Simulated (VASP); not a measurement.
```
Al2Pt
1.0
    0.00000     2.95459     2.95459
    2.95459     0.00000     2.95459
    2.95459     2.95459     0.00000
Al Pt
2 1
Direct
  0.25000   0.25000   0.25000
  0.75000   0.75000   0.75000
  0.00000   0.00000   0.00000
```

Computed with vdW-DF-cx, VASP's PBE PAW potentials (set 64) (plane waves; VASP 6.6.1). Settings: 520 eV cut-off, 10×10×10 Γ-centred mesh, tetrahedra with Blöchl corrections, potentials Al Pt.

Unless said otherwise, spin-orbit coupling is left out, though it shifts the bands of the heavy elements here.

Problem. What does the run give for the energy per atom (σ→0), band gap (on the k-mesh) with the smallest direct gap where there is one?

Solution. 
```json
{
 "band gap (on the k-mesh)": "none (metal, semimetal or under 0.01 eV)",
 "energy per atom (σ→0)": "-3948 meV/atom"
}
```

Total energies compare only between runs with the same potentials, cut-off and functional.

The compound is PtAl2 in the fluorite structure. It was relaxed first.
